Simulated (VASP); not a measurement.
Consider the following.

```yaml
crystal:
  lattice:
    - [4.58978, 0.00000, 0.00000]
    - [0.00000, 4.58978, 0.00000]
    - [0.00000, 0.00000, 2.95821]
  atoms:
    - { symbol: Ti, position: [0.00000, 0.00000, 0.00000] }
    - { symbol: Ti, position: [0.50000, 0.50000, 0.50000] }
    - { symbol: O, position: [0.30426, 0.30426, 0.00000] }
    - { symbol: O, position: [0.80426, 0.19574, 0.50000] }
    - { symbol: O, position: [0.19574, 0.80426, 0.50000] }
    - { symbol: O, position: [0.69574, 0.69574, 0.00000] }
```

All values below come from r2SCAN+rVV10, VASP's PBE PAW potentials (set 64) (plane waves; VASP). Run with 520 eV cut-off, 6×6×8 Γ-centred mesh, tetrahedra with Blöchl corrections, potentials Ti_sv O.

Estimate the energy per atom (σ→0), band gap (over mesh and band path) with the smallest direct gap where there is one.

band gap (over mesh and band path): 2.21 eV
smallest direct gap (over mesh and band path): 2.21 eV
energy per atom (σ→0): -11.429 eV/atom

The absolute energy has meaning only against runs of the same code, potentials and settings.

The compound is TiO2 in the rutile structure. It was relaxed first.
